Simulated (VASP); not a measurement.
# How biaxial strain in the (001) plane changes AlRh (Pm-3m)

Wanted: the elastic response of AlRh to biaxial strain in the (001) plane, with a fit that predicts a row left out.

Method: PBEsol; plane waves and PAW (Rh_pv, Al); cell typed or built by script, in the first sound run; inputs show where later runs differ, in VASP 6.6.1.

This is a report of a sequence of runs, with most program output left out.

## 1. The starting structure

It takes space group Pm-3m (No. 221, cubic). The conventional cell has a = 2.970 Å, b = 2.970 Å, c = 2.970 Å, α = 90.00°, β = 90.00°, γ = 90.00°. Rh has 8 Al at 2.57 Å nearest. Al has 8 Rh at 2.57 Å nearest. Farther neighbours are not listed.

## 2. Relax the crystal, PBEsol

The series starts from the cell that this level prefers, so that zero strain is near zero stress.

Level: PBEsol; plane waves and PAW (Rh_pv, Al); cell typed or built by script.

Contents of INCAR:

```
SYSTEM = AlRh
PREC = Accurate
ENCUT = 450
EDIFF = 1E-07
NELM = 120
ISMEAR = 1
SIGMA = 0.15
LREAL = .FALSE.
ALGO = Normal
GGA = PS
NBANDS = 15
LASPH = .TRUE.
LORBIT = 11
LWAVE = .FALSE.
LCHARG = .FALSE.
KPAR = 8
IBRION = 2
NSW = 40
ISIF = 3
EDIFFG = -0.005
POTIM = 0.4
```

Contents of POSCAR:

```
AlRh
1.0
    2.9700000000      0.0000000000      0.0000000000
    0.0000000000      2.9700000000      0.0000000000
    0.0000000000      0.0000000000      2.9700000000
Rh Al
1 1
Direct
    0.0000000000      0.0000000000      0.0000000000
    0.5000000000      0.5000000000      0.5000000000
```

Contents of KPOINTS:

```
Automatic mesh
0
Gamma
17 17 17
0 0 0
```

Potentials, in the order of the species: Rh_pv and Al (PBE family, release 64).

The run is started by

```bash
$ mpirun -np 8 vasp_std
```

Elapsed: 7.4 s, on 8 MPI ranks of Intel Xeon 6975P-C (Granite Rapids), shared host; peak memory 1.4 GiB.

Numbers from this step:

```
energy(sigma→0) of the program : -14.4093 eV
stress, compression positive   : xx, yy, zz 0.01, 0.01, 0.01 GPa
volume                         : 26.248 Å³
ionic steps                    : 3
```

## 3. Strain along the normal, PBEsol

One member in full: the plane is strained by -0.5 %, and the strain along the normal is moved by secant steps until the normal stress is under 0.012 GPa or five steps are spent; the atoms relax at each step.

This step took 3 runs, each at a new trial strain with the atoms of the one before; the last is shown.

Level: PBEsol; plane waves and PAW (Rh_pv, Al); cell typed or built by script.

INCAR, as its differences from that of step 2:

```diff
@@ -15,7 +15,7 @@
 LCHARG = .FALSE.
-KPAR = 8
-IBRION = 2
-NSW = 40
-ISIF = 3
-EDIFFG = -0.005
-POTIM = 0.4
+KPAR = 2
+IBRION = 1
+NSW = 25
+ISIF = 2
+EDIFFG = -0.004
+POTIM = 0.3
```

Contents of POSCAR:

```
AlRh
1.0
    2.9570386320      0.0000000000      0.0000000000
    0.0000000000      2.9570386320      0.0000000000
    0.0000000000      0.0000000000      2.9844612270
Rh Al
1 1
Direct
    0.0000000000      0.0000000000      0.0000000000
    0.5000000000      0.5000000000      0.5000000000
```

KPOINTS is that of step 2.

The run is started by

```bash
$ mpirun -np 2 vasp_std
```

It took 19 s on 2 MPI ranks; peak memory 0.45 GiB.

Read from the output:

- energy(sigma→0) of the program: -14.4076 eV
- stress, compression positive: xx, yy, zz 1.92, 1.92, 0.00 GPa
- ionic steps: 1

## 4. The table

The other members went through these steps as far as the tables show, with the same cutoff and, step by step, the same mesh; 24 runs are not shown. The session took 0.25 core hours (wall time by ranks) on a shared machine.

| in-plane strain (%) | strain along the normal (%) | in-plane stress, tension positive (GPa) | energy above the unstrained row, extrapolated to no smearing (meV/atom) |
| --- | --- | --- | --- |
| -2.000 | 2.614 | -5.465 | 10.870 |
| -1.500 | 1.759 | -4.579 | 6.762 |
| -1.000 | 0.979 | -3.533 | 3.296 |
| -0.500 | 0.423 | -1.921 | 0.886 |
| 0 | 0.004 | -0.006 | 0.000 |
| 0.500 | -0.381 | 1.906 | 0.695 |
| 1.000 | -0.754 | ? | ? |
| 1.500 | -1.117 | 5.487 | 6.685 |
| 2.000 | -1.467 | 7.170 | 11.860 |

## 5. A fit to the known rows

A least-squares parabola through the 8 rows shown, with e the strain in %: stress = 0.2408 e² + 3.280 e − 0.1290 (GPa), r.m.s. residual 0.24 GPa.

For the withheld row, e = 1, the fit gives 3.392 GPa.

## 6. Prediction against calculation

The calculation gives 3.741 GPa, so the prediction is 0.349 GPa too low, within twice the residual of the fit.

Slopes at zero strain, from cubics through all rows: strain ratio -0.830, stress over strain 375 GPa.

## 7. Results

| Property | Result |
| --- | --- |
| error of the predicted stress | -0.349 GPa |
| ratio of normal to in-plane strain | -0.830 |
| biaxial modulus | 375 GPa |

In words: As a check, the curvature of the energy gives 389 GPa for the same modulus (energy per volume = M × strain²), 4 % from the slope of the stress; these energies are extrapolated to no smearing, while the stress belongs to the free energy, so part of the difference may come from that. The energy also has a linear term worth 0.19 GPa that the stress column lacks, a mark of the finite basis or of the smearing. These are static values: temperature and zero-point motion are left out. In a metal the slopes also depend on mesh and smearing, which were held through the series.

[Lines on the potential files, build, host, timing and source positions are cut from VASP's logs without a mark.]

[Logs are printed without paths, hosts, clocks, repeated set-up lines and the standing remarks that a program may print on its own settings, such as how far it seeks lower states.]

[Hosts, paths, dates, database ids (printed as entryN), source tags and the programs' standing remarks are cut or masked in the printed files.]

[In band tables of VASP the shares of atoms and orbitals are scaled to a sum of 1 inside the atoms' spheres.]
